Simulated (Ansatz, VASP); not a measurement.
## CdC2: VASP beside Ansatz

Wanted: the spread between two codes on one cell, functional and k mesh. The cell is generated by rule, not measured, and may not be a known phase. The cell is taken from a series of runs on this material, whose earlier steps may have relaxed, scaled, displaced or heated it; both programs get it as it stands.

Main program and level: Ansatz 0.2.0; plane waves, with VASP 6.6.1 beside it; relaxation of cell and atoms at PBE.

The structure was built from a prototype and need not be the compound's stable phase.

**1. The starting structure**

Symmetry: Amm2, No. 38, orthorhombic system. Conventional cell: a = 5.917 Å, b = 5.586 Å, c = 5.626 Å, α = 90.00°, β = 90.00°, γ = 90.00°. Cd has 4 C at 2.19 to 2.59 Å nearest. Cd has 2 C at 2.18 to 2.19 Å nearest. Nearest to C lie 1 C at 1.25 Å and 2 Cd at 2.19 to 2.59 Å. C has 1 C at 1.25 Å and 1 Cd at 2.19 Å nearest. Nearest to C lie 1 C at 1.25 Å and 1 Cd at 2.18 Å. Farther neighbours are not listed.

**2. VASP: relaxation of cell and atoms, PBE, pair 1**

The relaxed volume is the usual yardstick between codes: in a stiff, nearly cubic crystal its relative difference is about their pressure difference at one cell divided by the bulk modulus.

Lines of VASP's logs that name or quote its potential files are left out, and so is its time.

INCAR reads:

```
SYSTEM = CdC2
PREC = Accurate
ENCUT = 600
EDIFF = 1E-07
NELM = 120
ISMEAR = 0
SIGMA = 0.01
LREAL = .FALSE.
ALGO = Normal
GGA = PE
NBANDS = 26
LORBIT = 11
LWAVE = .FALSE.
LCHARG = .FALSE.
ISIF = 3
IBRION = 2
NSW = 80
EDIFFG = -0.005
LASPH = .TRUE.
GGA_COMPAT = .FALSE.
NELMIN = 4
EFERMI = MIDGAP
KPAR = 2
```

POSCAR reads:

```
CdC2
1.0
    5.9172780000      0.0000000000      0.0000000000
    0.0000000000      2.7931510000      2.8132150000
    0.0000000000     -2.7931510000      2.8132150000
Cd C
2 4
Direct
    0.0000000000      0.5218957669      0.5218957669
    0.5000000000      0.9884758186      0.9884758186
    0.0000000000      0.8557748391      0.0801454514
    0.5000000000      0.5991271552      0.5991271552
    0.0000000000      0.0801454514      0.8557748391
    0.5000000000      0.3766345622      0.3766345622
```

KPOINTS reads:

```
Automatic mesh
0
Gamma
4 6 6
0 0 0
```

Potentials, in the order of the species: Cd and C (PBE family, release 64).

Started as:

```bash
mpirun -np 2 vasp_std
```

Numbers of over 12 decimals in the logs are rounded to 6 here.

What it wrote:

```text
[banner, memory and clock lines left out]
running    2 mpi-ranks, on    1 nodes
 distrk:  each k-point on    1 cores,    2 groups
 distr:  one band on    1 cores,    1 groups

 POSCAR found type information on POSCAR CdC
 POSCAR found :  2 types and       6 ions
 LDA part: xc-table for (Slater+PW92), standard interpolation
 POSCAR, INCAR and KPOINTS ok, starting setup
 FFT: planning ... GRIDC
 FFT: planning ... GRID_SOFT
 FFT: planning ... GRID
 WAVECAR not read
 entering main loop
       N       E                     dE             d eps       ncg     rms          rms(c)
DAV:   1     0.273252416996E+03    0.27325E+03   -0.21675E+04  2028   0.161E+03
DAV:   2    -0.198728907234E+02   -0.29313E+03   -0.28328E+03  2206   0.368E+02
DAV:   3    -0.387202879027E+02   -0.18847E+02   -0.18709E+02  2532   0.900E+01
DAV:   4    -0.390044943086E+02   -0.28421E+00   -0.28337E+00  2304   0.114E+01
DAV:   5    -0.390081905165E+02   -0.36962E-02   -0.36952E-02  2452   0.136E+00    0.152E+01
DAV:   6    -0.323255280464E+02    0.66827E+01   -0.12667E+01  2900   0.460E+01    0.104E+01
DAV:   7    -0.322377593648E+02    0.87769E-01   -0.83674E+00  2330   0.164E+01    0.524E+00
DAV:   8    -0.322309461754E+02    0.68132E-02   -0.85707E-01  2334   0.748E+00    0.123E+00
DAV:   9    -0.322016432950E+02    0.29303E-01   -0.13669E-01  2402   0.329E+00    0.277E-01
DAV:  10    -0.322029169885E+02   -0.12737E-02   -0.10829E-02  2202   0.675E-01    0.186E-01
DAV:  11    -0.322032418589E+02   -0.32487E-03   -0.24152E-03  2478   0.349E-01    0.741E-02
DAV:  12    -0.322030821702E+02    0.15969E-03   -0.12239E-03  2432   0.249E-01    0.201E-02
DAV:  13    -0.322030869117E+02   -0.47415E-05   -0.71648E-05  2380   0.685E-02    0.904E-03
DAV:  14    -0.322030864249E+02    0.48677E-06   -0.85270E-06  2476   0.161E-02    0.394E-03
DAV:  15    -0.322030863709E+02    0.53979E-07   -0.72006E-07  2306   0.534E-03
   1 F= -.32203086E+02 E0= -.32203086E+02  d E =-.322031E+02
[... from here on, the cycles between the ionic steps are left out ...]
   2 F= -.32196436E+02 E0= -.32196436E+02  d E =0.665076E-02
   3 F= -.32203460E+02 E0= -.32203460E+02  d E =-.373936E-03
   6 F= -.32203967E+02 E0= -.32203967E+02  d E =-.506228E-03
   7 F= -.32204003E+02 E0= -.32204003E+02  d E =-.362354E-04
   8 F= -.32204015E+02 E0= -.32204015E+02  d E =-.486269E-04
   9 F= -.32204021E+02 E0= -.32204021E+02  d E =-.558380E-05
  10 F= -.32204037E+02 E0= -.32204037E+02  d E =-.215275E-04
  11 F= -.32204065E+02 E0= -.32204065E+02  d E =-.499414E-04
  12 F= -.32204108E+02 E0= -.32204108E+02  d E =-.926477E-04
  13 F= -.32204136E+02 E0= -.32204136E+02  d E =-.120663E-03
  14 F= -.32204137E+02 E0= -.32204137E+02  d E =-.121362E-03
  15 F= -.32204137E+02 E0= -.32204137E+02  d E =-.121364E-03
 curvature:  -2.54 expect dE=-0.375E-04 dE for cont linesearch -0.466E-07
 ZBRENT: accuracy reached
 trial: gam=-0.01800 g(F)=  0.243E-05 g(S)=  0.123E-04 ort = 0.107E-04 (trialstep = 0.897E-01)
 search vector abs. value=  0.164E-04
 bond charge predicted
       N       E                     dE             d eps       ncg     rms          rms(c)
DAV:   1    -0.322041386219E+02   -0.20501E-05   -0.22679E-05  2070   0.484E-02    0.708E-03
DAV:   2    -0.322041380609E+02    0.56106E-06   -0.22161E-06  2108   0.186E-02    0.263E-03
DAV:   3    -0.322041379141E+02    0.14675E-06   -0.19384E-07  1032   0.401E-03    0.247E-03
DAV:   4    -0.322041376678E+02    0.24629E-06   -0.51241E-08  1022   0.173E-03    0.637E-04
DAV:   5    -0.322041376927E+02   -0.24832E-07   -0.15259E-08  1020   0.150E-03
  16 F= -.32204138E+02 E0= -.32204138E+02  d E =-.116747E-05
 ZBRENT: can't locate minimum, use default step
 trial-energy change:   -0.000001  1 .order   -0.000001   -0.000001   -0.000001
 step:   0.3586(harm=  0.5032)  dis= 0.00009  next Energy=   -32.204140 (dE=-0.366E-05)
 reached required accuracy - stopping structural energy minimisation
```

OUTCAR, selected parts (step 2):

```text
ion  position               nearest neighbor table
   1  0.000  0.522  0.522-   3 2.19   5 2.19   5 2.59   3 2.59
   2  0.500  0.988  0.988-   6 2.18   4 2.19   4 2.86   4 2.86   6 2.86   6 2.86
   3  0.000  0.856  0.080-   5 1.25   1 2.19   1 2.59
   4  0.500  0.599  0.599-   6 1.25   2 2.19   2 2.86   2 2.86
   5  0.000  0.080  0.856-   3 1.25   1 2.19   1 2.59
   6  0.500  0.377  0.377-   4 1.25   2 2.18   2 2.86   2 2.86

  LATTYP: Found a base centered orthorhombic cell.
 ALAT       =     5.5863020000
 B/A-ratio  =     1.0071832851
 C/A-ratio  =     1.0592477814

 Subroutine GETGRP returns: Found  4 space group operations
 (whereof  4 operations were pure point group operations)

The static configuration has the point symmetry C_2v.

 Found     39 irreducible k-points:

   k-points           NKPTS =     39   k-points in BZ     NKDIM =     39   number of bands    NBANDS=     26

   dimension x,y,z NGX =    48 NGY =   32 NGZ =   32
   dimension x,y,z NGXF=    96 NGYF=   64 NGZF=   64

   ENCUT  =  600.0 eV  44.10 Ry    6.64 a.u.  11.82  7.92  7.92*2*pi/ulx,y,z

   NELECT =      40.0000    total number of electrons

 k-points in reciprocal lattice and weights: Automatic mesh
   0.00000000  0.00000000  0.00000000       0.007
   0.25000000  0.00000000  0.00000000       0.014
   0.50000000  0.00000000  0.00000000       0.007
   0.00000000  0.16666667  0.00000000       0.028
   0.25000000  0.16666667  0.00000000       0.056
   0.50000000  0.16666667  0.00000000       0.028
   0.00000000  0.33333333  0.00000000       0.028
   0.25000000  0.33333333  0.00000000       0.056
   0.50000000  0.33333333  0.00000000       0.028
[...]
0.25000000  0.50000000  0.50000000       0.014
   0.50000000  0.50000000  0.50000000       0.007

 average (electrostatic) potential at core
       1 -39.6482       2 -39.6648       3 -52.4950       4 -52.4315       5 -52.4950
       6 -52.4645

 E-fermi :   2.2521

 k-point     1 :       0.0000    0.0000    0.0000
  band No.  band energies     occupation
    ...
     16      -2.9620      2.00000
     17      -1.8389      2.00000
     18      -0.5886      2.00000
     19      -0.4798      2.00000
     20      -0.4179      2.00000
     21       4.2195      0.00000
     22       5.4180      0.00000
     23       6.5092      0.00000
     24       6.5778      0.00000
     25       6.5840      0.00000
    ...

 k-point     2 :       0.2500    0.0000    0.0000
  band No.  band energies     occupation
    ...
     16      -2.9202      2.00000
     17      -1.1238      2.00000
     18      -0.6129      2.00000
     19      -0.4908      2.00000
     20      -0.1765      2.00000
     21       4.3461      0.00000
     22       5.1870      0.00000
     23       6.3774      0.00000
     24       6.4562      0.00000
     25       6.6802      0.00000
    ...

 k-point     3 :       0.5000    0.0000    0.0000
  band No.  band energies     occupation
    ...
     16      -2.8774      2.00000
     17      -0.6386      2.00000
     18      -0.6200      2.00000
     19      -0.2181      2.00000
     20      -0.1430      2.00000
     21       4.6192      0.00000
     22       4.8179      0.00000
     23       6.2603      0.00000
     24       6.3493      0.00000
     25       7.1884      0.00000
    ...

  Total        0.0012432      0.0223057      0.0255974      0.0000000      0.0000000      0.0000000
  in kB        0.0214016      0.3839811      0.4406450      0.0000000      0.0000000      0.0000000
  external PRESSURE =       0.2820093 kB  Pullay stress =       0.0000000 kB

  energy-cutoff  :      600.00
  volume of cell :       93.07
      direct lattice vectors                 reciprocal lattice vectors
     5.892822075  0.000000000  0.000000000     0.169697980  0.000000000  0.000000000
     0.000000000  2.799698615  2.820671231     0.000000000  0.178590652  0.177262772
     0.000000000 -2.799698615  2.820671231     0.000000000 -0.178590652  0.177262772

 POSITION                                       TOTAL-FORCE (eV/Angst)
 -----------------------------------------------------------------------------------
      0.00000      0.00000      2.94513         0.000000      0.000000      0.001139
      2.94641      0.00000      5.57649         0.000000      0.000000     -0.001780
      0.00000      2.17220      2.63953         0.000000      0.001043     -0.000390
      2.94641      0.00000      3.37890         0.000000      0.000000     -0.002190
      0.00000     -2.17220      2.63953         0.000000     -0.001043     -0.000390
      2.94641      0.00000      2.12540         0.000000      0.000000      0.003611
 -----------------------------------------------------------------------------------
    total drift:                                0.000000     -0.000001     -0.001104

  FREE ENERGIE OF THE ION-ELECTRON SYSTEM (eV)
  ---------------------------------------------------
  free  energy   TOTEN  =       -32.2041376927 eV

  energy  without entropy=      -32.2041376927  energy(sigma->0) =      -32.20413769

 reached required accuracy - stopping structural energy minimisation

 total charge
# of ion       s       p       d       tot
------------------------------------------
    1        0.419   0.296   9.557  10.272
    2        0.423   0.275   9.559  10.258
    3        0.924   1.582   0.000   2.507
    4        0.923   1.585   0.000   2.508
    5        0.924   1.582   0.000   2.507
    6        0.924   1.580   0.000   2.504
--------------------------------------------------
tot          4.537   6.901  19.116  30.555

[... 3 further parts left out ...]
```

CONTCAR:

```
CdC2
   1.00000000000000
     5.8928220751039326    0.0000000000000000    0.0000000000000000
     0.0000000000000000    2.7996986150237504    2.8206712313957172
     0.0000000000000000   -2.7996986150237504    2.8206712313957172
  Cd              C
     2     4
Direct
     0.0000000000000000    0.5220610512151760    0.5220610512151760
     0.5000000000000000    0.9885033017358837    0.9885033017358837
     0.0000000000000000    0.8558248292345073    0.0799557416425329
     0.5000000000000000    0.5989539349435865    0.5989539349435865
     0.0000000000000000    0.0799557416425329    0.8558248292345073
     0.5000000000000000    0.3767547346283218    0.3767547346283218
```

The run keeps the 4 symmetry operations of its start, so it cannot find a distortion of lower symmetry.

**3. Ansatz: relaxation of cell and atoms, PBE, pair 1**

Ansatz runs on its NC files.

The same cell, functional and mesh now go to Ansatz, which takes its cutoff from its data sets.

input.yaml reads:

```yaml
crystal:
  lattice:
    - [5.9172779579, 0.0, 0.0]
    - [0.0, 2.7931514496, 2.8132152488]
    - [0.0, -2.7931514496, 2.8132152488]
  atoms:
    - { symbol: Cd, position: [0.0, 0.5218956854, 0.5218956854] }
    - { symbol: Cd, position: [0.5, 0.9884757214, 0.9884757214] }
    - { symbol: C, position: [0.0, 0.8557746191, 0.0801454211] }
    - { symbol: C, position: [0.5, 0.5991270858, 0.5991270858] }
    - { symbol: C, position: [0.0, 0.0801454211, 0.8557746191] }
    - { symbol: C, position: [0.5, 0.3766345179, 0.3766345179] }
kpoints:
  mp_grid: { grid: [4, 6, 6] }
hamiltonian:
  xc: pbe
  pseudopotentials: { kind: nc }
scf:
  occupations: { method: fixed }
output:
  forces: true
  stress: true
  eigenvalues: true
relax:
  adjacent_minimum: "off"
  f_tol: 0.001
  max_steps: 60
  cell: { stress_tol: 0.01 }
```

Started as:

```bash
ansatz run input.yaml --threads 8 --pin off --max-ram 14336MiB --backend cpu --events-out ev --progress --plain --runs-dir out
```

What it wrote:

```text
Engine: ansatz 0.2.0, x86_64-unknown-linux-gnu
Pseudopotentials: kind: nc
Pseudopotential: Cd, nc, valence charge 20, recommended cutoff 1071 eV (normal), Cd.nc.azcp
Pseudopotential: C, nc, valence charge 4, recommended cutoff 1115.666836 eV (normal), C.nc.azcp
Functional definition: PBE
  parameter kappa = 0.804
  parameter beta = 0.066725
  exchange = pbe_x(kappa = kappa, mu = beta*pi^2/3)
  correlation = pbe_c(beta = beta)
Crystal: 6 atoms, lattice volume = 92.993 Å³
Basis set: ecut = 1115.666836 eV, 7825 PW (Γ), exchange–correlation on 144×90×90 points (8 copies of the dense FFT grid, shifted against one another)
Bands: 34, of which v1, the nominal top of the filled ones, is band 28 counted from 1 (27 counted from 0)
Symmetry: 4 space group operations
Space group: Amm2 (ITA 38), of the structure as read, at distance tolerance 4.5e-5 Å
k-points: 39 of 144 (time reversal used)
Non-local potential: Cd, projectors of the file, l = 0: 2, l = 1: 2, l = 2: 2, l = 3: 1
Non-local potential: C, projectors of the file, l = 0: 2, l = 1: 2
Initial density: superposition of atomic densities (chi_scale 0.1, normalization cell, long waves kept (reshape's long-wave potential 0.00 eV rms))
Initial wavefunctions: pseudopotential atomic-orbital guess
Functional: x = pbe(κ = 0.804, μ = 0.219515), c = pbe(β = 0.066725)
SCF iter   1: F=—  HF=-10187.772295 eV  |F-HF|=—  |Δ(HF+E_count)|=         —  Δρ=9.83e-2  dr2=9.32e0  ethr=3.10e-3  ⟨swp⟩=5.0  Hψ=5193  notcnv=0  defer=138
preconditioner: auto → Resta (q_TF=auto, 2.507 Å⁻¹)  ε∞=6.0  [insulator: Δε(μ)=4.088 eV  Ē_g=10.879 eV  n_scr=28 (ndim 8)  ℏωp=24.4 eV  f_vac=0.000  ε∞_Penn≈6.0]
SCF iter   2: F=—  HF=-10184.991433 eV  |F-HF|=—  |Δ(HF+E_count)|=    2.78e0  Δρ=4.37e-2  dr2=1.66e0  ethr=3.10e-3  ⟨swp⟩=3.0  Hψ=2735  notcnv=0  defer=90
SCF iter   3: F=—  HF=-10184.459621 eV  |F-HF|=—  |Δ(HF+E_count)|=   5.32e-1  Δρ=8.02e-3  dr2=3.48e-2  ethr=2.97e-3  ⟨swp⟩=3.0  Hψ=2621  notcnv=0  defer=134
SCF iter   4: F=—  HF=-10184.465268 eV  |F-HF|=—  |Δ(HF+E_count)|=   5.65e-3  Δρ=1.76e-3  dr2=4.16e-3  ethr=6.22e-5  ⟨swp⟩=3.1  Hψ=1883  notcnv=0  defer=156
SCF iter   5: F=—  HF=-10184.466109 eV  |F-HF|=—  |Δ(HF+E_count)|=   8.42e-4  Δρ=8.01e-4  dr2=6.51e-4  ethr=7.42e-6  ⟨swp⟩=3.1  Hψ=2245  notcnv=0  defer=156
SCF iter   6: F=—  HF=-10184.466192 eV  |F-HF|=—  |Δ(HF+E_count)|=   8.31e-5  Δρ=3.46e-4  dr2=1.18e-4  ethr=1.16e-6  ⟨swp⟩=2.5  Hψ=2117  notcnv=0  defer=156
SCF iter   7: F=—  HF=-10184.466234 eV  |F-HF|=—  |Δ(HF+E_count)|=   4.13e-5  Δρ=9.04e-5  dr2=6.59e-6  ethr=2.11e-7  ⟨swp⟩=2.1  Hψ=2014  notcnv=0  defer=156
SCF iter   8: F=—  HF=-10184.466273 eV  |F-HF|=—  |Δ(HF+E_count)|=   3.92e-5  Δρ=2.95e-5  dr2=5.90e-7  ethr=1.18e-8  ⟨swp⟩=2.3  Hψ=2354  notcnv=0  defer=140
SCF iter   9: F=-10184.466273 eV  HF=-10184.466273 eV  |F-HF|=1.79e-8  |Δ(HF+E_count)|=   3.54e-7  Δρ=5.88e-6  dr2=2.37e-8  ethr=1.79e-10  ⟨swp⟩=16.0  Hψ=8984  notcnv=0
SCF 1 converged in 9 iterations: F = -10184.466273 eV  dr2 = 2.37e-8
relax step   1: F+E_penalty+E_count = -10184.46627345 eV  Δ(F+E_penalty+E_count) = +0.000e0 eV  max|allowed force component| = 1.431e-4 eV/Å  Δτ_max = 0.0000 Å  P = -0.000 GPa  Ω = 92.993 Å³  (9 SCF iters, dr2 threshold 1.00e-7 eV, accepted)
Initial density: handed on by an earlier stage of this run
Initial wavefunctions: pseudopotential atomic-orbital guess (no wavefunctions were taken with the density)
iter 1 solved again at ethr=1.29e-7 eV; its pass at ethr=3.10e-3 eV (dr2=7.20e-5 eV) is discarded
SCF iter   1: F=—  HF=-10184.466237 eV  |F-HF|=—  |Δ(HF+E_count)|=         —  Δρ=6.46e-6  dr2=2.72e-8  ethr=1.29e-7  ⟨swp⟩=5.1  Hψ=10236  notcnv=0  defer=156
eigensolver tolerance schedule: the retry pair's looser diagonalisation over-reported the residual by 2651.83 of it (diagonalisation noise at 0.12 of the residual, at the tolerance the schedule requests for it); recorded, not acted on — ethr = c·dr2/N_el stays at c = 1.0e-1
preconditioner: auto → Resta (q_TF=auto, 2.507 Å⁻¹)  ε∞=6.0  [insulator: Δε(μ)=3.226 eV  Ē_g=10.926 eV  n_scr=28 (ndim 8)  ℏωp=24.4 eV  f_vac=0.028  ε∞_Penn≈6.0]
SCF iter   2: F=—  HF=-10184.466273 eV  |F-HF|=—  |Δ(HF+E_count)|=   3.65e-5  Δρ=3.39e-6  dr2=9.18e-9  ethr=4.85e-11  ⟨swp⟩=3.9  Hψ=3706  notcnv=0  defer=155
SCF iter   3: F=—  HF=-10184.466273 eV  |F-HF|=—  |Δ(HF+E_count)|=   1.07e-8  Δρ=1.41e-6  dr2=2.02e-9  ethr=1.64e-11  ⟨swp⟩=2.1  Hψ=1695  notcnv=0  defer=155
SCF iter   4: F=—  HF=-10184.466273 eV  |F-HF|=—  |Δ(HF+E_count)|=   2.67e-9  Δρ=5.54e-7  dr2=1.86e-10  ethr=3.60e-12  ⟨swp⟩=2.0  Hψ=1945  notcnv=0  defer=155
SCF iter   5: F=—  HF=-10184.466273 eV  |F-HF|=—  |Δ(HF+E_count)|=  1.82e-11  Δρ=1.94e-7  dr2=3.63e-11  ethr=1.00e-12  ⟨swp⟩=2.1  Hψ=1567  notcnv=0  defer=155
SCF iter   6: F=-10184.466273 eV  HF=-10184.466273 eV  |F-HF|=3.64e-12  |Δ(HF+E_count)|=  3.64e-12  Δρ=5.61e-8  dr2=2.38e-12  ethr=1.00e-12  ⟨swp⟩=15.5  Hψ=10417  notcnv=0
SCF 2 converged in 6 iterations: F = -10184.466273 eV  dr2 = 2.38e-12
relax step   2: F+E_penalty+E_count = -10184.46627346 eV  Δ(F+E_penalty+E_count) = -7.702e-9 eV  max|allowed force component| = 1.333e-4 eV/Å  Δτ_max = 0.0000 Å  P = -0.001 GPa  Ω = 92.993 Å³  stress off target by 2.00e-3 GPa  SCF on the basis re-selected at this cell (its energy is not comparable with the rows above)  (6 SCF iters)
basis re-selected at this cell: Δ(F+E_penalty+E_count) = -7.702e-9 eV, ΔP = -0.000 GPa vs the last step (what re-selecting the basis moved, of the pressure what is left beyond the Pulay correction that the steps carried, after the strain that the cell walked since its last selection, with what the two solves' SCF thresholds leave and, on support functions, any second-order correction that the steps lacked; it is no m [...]
SCF converged after 6 iterations
Free energy (F): -10184.466273 eV
Harris-Foulkes:  -10184.466273 eV  (|F-HF|=3.64e-12)
Internal energy: -10184.466273 eV  (E = F + TS)
E sigma→0 (E₀):  -10184.466273 eV
Fermi energy:    7.037583 eV
--- Per-component energies (eV) ---
  E_band       = -988.376370
  E_kinetic    = 3691.823101
  E_local      = -10255.939698  (includes V_loc(G=0)·N_el)
  E_nonlocal   = 338.548858
  E_hartree    = 3314.823259
  E_xc         = -1546.665467
  E_vxc        = -1392.455186  (∫ρ·V_xc dr)
  E_ewald      = -5727.056328
  E_smearing   = -0.000000  (= −TS)
  E_closure    = 0.000000  (closes the sum)
  Σ components = -10184.466273   (vs F -10184.466273, Δ=0.00e0)
--- Forces (eV/Å), atoms counted from 1 ---
  atom   1  Cd     0.00000000     0.00000000    -0.00013357
  atom   2  Cd     0.00000000     0.00000000    -0.00009868
  atom   3  C      0.00000000     0.00009036     0.00003745
  atom   4  C      0.00000000     0.00000000     0.00005785
  atom   5  C      0.00000000    -0.00009036     0.00003745
  atom   6  C      0.00000000     0.00000000     0.00009807
  max |Σ_I F_I| component: 1.42e-6 eV/Å
--- Stress (GPa, compression-positive) ---
       -0.001999       0.000000       0.000000
        0.000000       0.000744       0.000000
        0.000000       0.000000      -0.000609
  P = ⅓ Tr σ = -0.0006 GPa (-0.006 kbar)
--- Band table (eV; the first three rows and the last of 39) ---
  k-point 0: bands = [... 24 lower, 4.5562, 5.8066, 5.9210, 5.9788, 10.6484, 11.8240, 12.9383, 13.0168, ... 2 higher]
  k-point 1: bands = [... 24 lower, 4.6510, 5.9300, 6.0078, 6.0738, 10.9132, 11.8741, 12.4368, 12.6412, ... 2 higher]
  k-point 2: bands = [... 24 lower, 4.9877, 5.6793, 6.1092, 6.2546, 11.2884, 11.6982, 11.7700, 12.0027, ... 2 higher]
  k-point 38: bands = [... 24 lower, 4.1939, 4.3568, 6.7045, 6.7660, 11.8556, 11.8671, 11.9165, 12.0983, ... 2 higher]
--- Relaxed structure (1 steps of the walk, 1 accepted, 1 SCFs on fresh bases) ---
  F+E_penalty+E_count = -10184.46627346 eV   max|allowed force component| = 1.333e-4 eV/Å   (the final SCF, on the basis selected at the relaxed cell)
  cell:  # Å, volume = 92.9928 Å³
    - [5.9172779579, 0.0, 0.0]
    - [0.0, 2.7931514496, 2.8132152488]
    - [0.0, -2.7931514496, 2.8132152488]
  atoms:
    - { symbol: Cd, position: [0.0, 0.521896, 0.521896] }
    - { symbol: Cd, position: [0.5, 0.988476, 0.988476] }
    - { symbol: C, position: [0.0, 0.855775, 0.0801454211] }
    - { symbol: C, position: [0.5, 0.5991270858, 0.5991270858] }
    - { symbol: C, position: [0.0, 0.0801454211, 0.855775] }
    - { symbol: C, position: [0.5, 0.3766345179, 0.3766345179] }
```

(Continued in part 2 of 2.)

[Lines on the potential files, build, host, timing and source positions are cut from VASP's logs without a mark.]

[Logs are printed without paths, hosts, clocks, repeated set-up lines and the standing remarks that a program may print on its own settings, such as how far it seeks lower states.]

[Hosts, paths, dates, database ids (printed as entryN), source tags and the programs' standing remarks are cut or masked in the printed files.]
